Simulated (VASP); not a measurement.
A convergence study with VASP on SiO$_{2}$ (rutile): one setting is varied, all else stays as given below, so the limit is that of these other settings. ε∞ is the independent-particle value.

```yaml
crystal:
  lattice:
    - [4.18000, 0.00000, 0.00000]
    - [0.00000, 4.18000, 0.00000]
    - [0.00000, 0.00000, 2.67000]
  atoms:
    - { symbol: Si, position: [0.00000, 0.00000, 0.00000] }
    - { symbol: Si, position: [0.50000, 0.50000, 0.50000] }
    - { symbol: O, position: [0.30600, 0.30600, 0.00000] }
    - { symbol: O, position: [0.80600, 0.19400, 0.50000] }
    - { symbol: O, position: [0.19400, 0.80600, 0.50000] }
    - { symbol: O, position: [0.69400, 0.69400, 0.00000] }
```

These are PBE GGA, VASP's PBE PAW potentials (set 64) (plane waves; VASP) values and carry that method's errors. The tightest run used: 700 eV cut-off, 5×5×7 Γ-centred mesh, Gaussian smearing of 0.050 eV, potentials Si O.

Question: The settings run are NBANDS = 17; NBANDS = 18; NBANDS = 20; NBANDS = 24; NBANDS = 32; NBANDS = 48; NBANDS = 80; NBANDS = 144. From which on does the mean ε∞ stay within 0.3  of the tightest run?

Answer: From NBANDS = 32 on: it is off by 0.18 there and by no more than 0.3 in any finer run, while NBANDS = 24 is off by 0.58.
```
setting       mean ε∞  bands  difference judged ()
------------  -------  -----  --------------------
NBANDS = 17      1.50     17                  1.99
NBANDS = 18      1.82     18                  1.67
NBANDS = 20      2.39     20                  1.11
NBANDS = 24      2.91     24                  0.58
NBANDS = 32      3.31     32                  0.18
NBANDS = 48      3.44     48                  0.05
NBANDS = 80      3.48     80                  0.01
NBANDS = 144     3.49    144                  0.00
```

Left out are rungs that failed or repeat a setting and relaxations that didn't move; long series are thinned to 24 rows.

The compound is SiO2 in the rutile structure, stishovite, a high-pressure form. The cell was not relaxed at this level, forces remain on its atoms.
